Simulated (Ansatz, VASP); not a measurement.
# ZnS in two plane-wave programs

One calculation is typed for both programs; each brings its own data sets. How far apart do they land? The cell is taken from a series of runs on this material, whose earlier steps may have relaxed, scaled, displaced or heated it; both programs get it as it stands.

Method: plane waves, with VASP 6.6.1 beside it; single point at HSE06, in Ansatz 0.2.0.

### Step 1. Starting point

The structure is cubic, space group F-43m (No. 216). The conventional cell has a = 5.427 Å, b = 5.427 Å, c = 5.427 Å, α = 90.00°, β = 90.00°, γ = 90.00°. Nearest to Zn lie 4 S at 2.35 Å. S has 4 Zn at 2.35 Å nearest. Farther neighbours and most contacts between anions are not listed.

### Step 2. VASP: single point, HSE06

With cell and atoms fixed, the geometry can't cause a difference; cores, projectors, grids and the points listed under the comparison can.

Lines of VASP's logs that name or quote its potential files are left out, and so is its time.

The run reads the wave functions of an earlier VASP run, which isn't shown here.

Contents of INCAR:

```
SYSTEM = ZnS
PREC = Accurate
ENCUT = 400
EDIFF = 1E-06
NELM = 100
ISMEAR = -1
SIGMA = 0.02
LREAL = .FALSE.
ALGO = Normal
LHFCALC = .TRUE.
AEXX = 0.25
GGA = PE
HFSCREEN = 0.208
LASPH = .TRUE.
NBANDS = 15
PRECFOCK = Fast
LORBIT = 11
LWAVE = .FALSE.
LCHARG = .FALSE.
KPAR = 8
ISIF = 2
```

Contents of POSCAR:

```
ZnS
1.0
    0.0000000000      2.7135452356      2.7135452356
    2.7135452356      0.0000000000      2.7135452356
    2.7135452356      2.7135452356      0.0000000000
Zn S
1 1
Direct
    0.0000000000      0.0000000000      0.0000000000
    0.7500000000      0.7500000000      0.7500000000
```

Contents of KPOINTS:

```
Automatic mesh
0
Gamma
6 6 6
0 0 0
```

Potentials, in the order of the species: Zn and S (PBE family, release 64).

On the command line:

```sh
$ mpirun -np 8 vasp_std
```

Numbers of over 12 decimals in the logs are rounded to 6 here.

What it wrote:

```text
[banner, memory and clock lines left out]
running    8 mpi-ranks, on    1 nodes
 distrk:  each k-point on    1 cores,    8 groups
 distr:  one band on    1 cores,    1 groups

 POSCAR found type information on POSCAR ZnS
 POSCAR found :  2 types and       2 ions
|                                                                             |
|           W    W    AA    RRRRR   N    N  II  N    N   GGGG   !!!           |
|           W    W   A  A   R    R  NN   N  II  NN   N  G    G  !!!           |
|           W    W  A    A  R    R  N N  N  II  N N  N  G       !!!           |
|           W WW W  AAAAAA  RRRRR   N  N N  II  N  N N  G  GGG   !            |
|           WW  WW  A    A  R   R   N   NN  II  N   NN  G    G                |
|           W    W  A    A  R    R  N    N  II  N    N   GGGG   !!!           |
|                                                                             |
|     For optimal performance we recommend to set                             |
|       NCORE = 2 up to number-of-cores-per-socket                            |
|     NCORE specifies how many cores store one orbital (NPAR=cpu/NCORE).      |
|     This setting can greatly improve the performance of VASP for DFT.       |
|     The default, NCORE=1 might be grossly inefficient on modern             |
|     multi-core architectures or massively parallel machines. Do your        |
|     Unfortunately you need to use the default for GW and RPA                |
|     calculations (for HF NCORE is supported but not extensively tested      |
|     yet).                                                                   |
|                                                                             |

 LDA part: xc-table for (Slater+PW92), standard interpolation
 found WAVECAR, reading the header
 POSCAR, INCAR and KPOINTS ok, starting setup
 FFT: planning ... GRIDC
 FFT: planning ... GRID_SOFT
 FFT: planning ... GRID
 reading WAVECAR
 the WAVECAR file was read successfully
 initial charge from wavefunction
 entering main loop
       N       E                     dE             d eps       ncg     rms          rms(c)
DAV:   1    -0.839212324862E+01   -0.83921E+01   -0.53454E-01   640   0.266E+01    0.176E+00
DAV:   2    -0.836913407637E+01    0.22989E-01   -0.18450E-01   579   0.910E+00    0.727E-01
DAV:   3    -0.837021631864E+01   -0.10822E-02   -0.18729E-02   620   0.229E+00    0.496E-01
DAV:   4    -0.837018831921E+01    0.27999E-04   -0.18270E-03   585   0.514E-01    0.296E-01
DAV:   5    -0.837014410846E+01    0.44211E-04   -0.15055E-04   676   0.138E-01    0.175E-01
DAV:   6    -0.837013037669E+01    0.13732E-04   -0.26986E-05   592   0.519E-02    0.992E-02
DAV:   7    -0.837012315395E+01    0.72227E-05   -0.24255E-06   550   0.170E-02    0.532E-02
DAV:   8    -0.837011996472E+01    0.31892E-05   -0.99675E-07   443   0.808E-03    0.282E-02
DAV:   9    -0.837011817819E+01    0.17865E-05   -0.44662E-07   331   0.571E-03    0.140E-02
DAV:  10    -0.837011734863E+01    0.82956E-06   -0.14107E-07   289   0.368E-03
   1 F= -.83701173E+01 E0= -.83701173E+01  d E =-.324986E-11
```

From OUTCAR (step 2):

```text
ion  position               nearest neighbor table
   1  0.000  0.000  0.000-   2 2.35   2 2.35   2 2.35   2 2.35
   2  0.750  0.750  0.750-   1 2.35   1 2.35   1 2.35   1 2.35

  LATTYP: Found a face centered cubic cell.
 ALAT       =     5.4270904712

 Subroutine GETGRP returns: Found 24 space group operations
 (whereof 24 operations were pure point group operations)

The static configuration has the point symmetry T_d .

 Found     16 irreducible k-points:

   k-points           NKPTS =     16   k-points in BZ     NKDIM =    216   number of bands    NBANDS=     15

   dimension x,y,z NGX =    28 NGY =   28 NGZ =   28
   dimension x,y,z NGXF=    56 NGYF=   56 NGZF=   56

   ENCUT  =  400.0 eV  29.40 Ry    5.42 a.u.   6.26  6.26  6.26*2*pi/ulx,y,z

   NELECT =      18.0000    total number of electrons

 k-points in reciprocal lattice and weights: Automatic mesh
   0.00000000  0.00000000  0.00000000       0.005
   0.16666667  0.00000000  0.00000000       0.037
   0.33333333  0.00000000  0.00000000       0.037
   0.50000000  0.00000000  0.00000000       0.019
   0.16666667  0.16666667  0.00000000       0.028
   0.33333333  0.16666667  0.00000000       0.111
   0.50000000  0.16666667  0.00000000       0.111
  -0.33333333  0.16666667  0.00000000       0.111
  -0.16666667  0.16666667  0.00000000       0.056
[...]
-0.33333333  0.33333333  0.16666667       0.111
  -0.33333333  0.50000000  0.16666667       0.056

  exchange ACFDT corr.  =         0.00000000  see jH, gK, PRB 81, 115126

 average (electrostatic) potential at core
       1 -28.7917       2 -85.0530

 E-fermi :   1.7108

 k-point     1 :       0.0000    0.0000    0.0000
  band No.  band energies     occupation
    ...
      5      -6.1025      2.00000
      6      -6.1025      2.00000
      7       1.2688      2.00000
      8       1.2688      2.00000
      9       1.2688      2.00000
     10       4.5312      0.00000
     11       8.9522      0.00000
     12       8.9522      0.00000
     13       8.9522      0.00000
     14      14.4390      0.00000
    ...

 k-point     2 :       0.1667    0.0000    0.0000
  band No.  band energies     occupation
    ...
      5      -6.1042      2.00000
      6      -6.1042      2.00000
      7      -0.4761      2.00000
      8       1.0161      2.00000
      9       1.0161      2.00000
     10       5.6610      0.00000
     11       8.9014      0.00000
     12       9.3755      0.00000
     13       9.3755      0.00000
     14      13.5750      0.00000
    ...

 k-point     3 :       0.3333    0.0000    0.0000
  band No.  band energies     occupation
    ...
      5      -6.0937      2.00000
      6      -6.0937      2.00000
      7      -2.9233      2.00000
      8       0.5728      2.00000
      9       0.5728      2.00000
     10       5.9181      0.00000
     11       9.5986      0.00000
     12       9.5986      0.00000
     13      10.4038      0.00000
     14      14.2512      0.00000
    ...

  Total       -0.0907348     -0.0907348     -0.0907348     -0.0000000     -0.0000000      0.0000000
  in kB       -3.6378382     -3.6378382     -3.6378382     -0.0000000     -0.0000000      0.0000000
  external PRESSURE =      -3.6378382 kB  Pullay stress =       0.0000000 kB

  energy-cutoff  :      400.00
  volume of cell :       39.96
      direct lattice vectors                 reciprocal lattice vectors
     0.000000000  2.713545236  2.713545236    -0.184260794  0.184260794  0.184260794
     2.713545236  0.000000000  2.713545236     0.184260794 -0.184260794  0.184260794
     2.713545236  2.713545236  0.000000000     0.184260794  0.184260794 -0.184260794

 POSITION                                       TOTAL-FORCE (eV/Angst)
 -----------------------------------------------------------------------------------
      0.00000      0.00000      0.00000         0.000000      0.000000      0.000000
      4.07032      4.07032      4.07032        -0.000000     -0.000000     -0.000000
 -----------------------------------------------------------------------------------
    total drift:                               -0.000140     -0.000068     -0.000072

  FREE ENERGIE OF THE ION-ELECTRON SYSTEM (eV)
  ---------------------------------------------------
  free  energy   TOTEN  =        -8.3701173486 eV

  energy  without entropy=       -8.3701173486  energy(sigma->0) =       -8.37011735

 total charge
# of ion       s       p       d       tot
------------------------------------------
    1        0.483   0.460   9.835  10.778
    2        1.307   2.462   0.000   3.769
--------------------------------------------------
tot          1.789   2.922   9.835  14.546

[... 3 further parts left out ...]
```

The run ends at a pressure of -0.36 GPa.

(Part 1 of 2 ends here.)

[Lines on the potential files, build, host, timing and source positions are cut from VASP's logs without a mark.]

[Logs are printed without paths, hosts, clocks, repeated set-up lines and the standing remarks that a program may print on its own settings, such as how far it seeks lower states.]

[Hosts, paths, dates, database ids (printed as entryN), source tags and the programs' standing remarks are cut or masked in the printed files.]
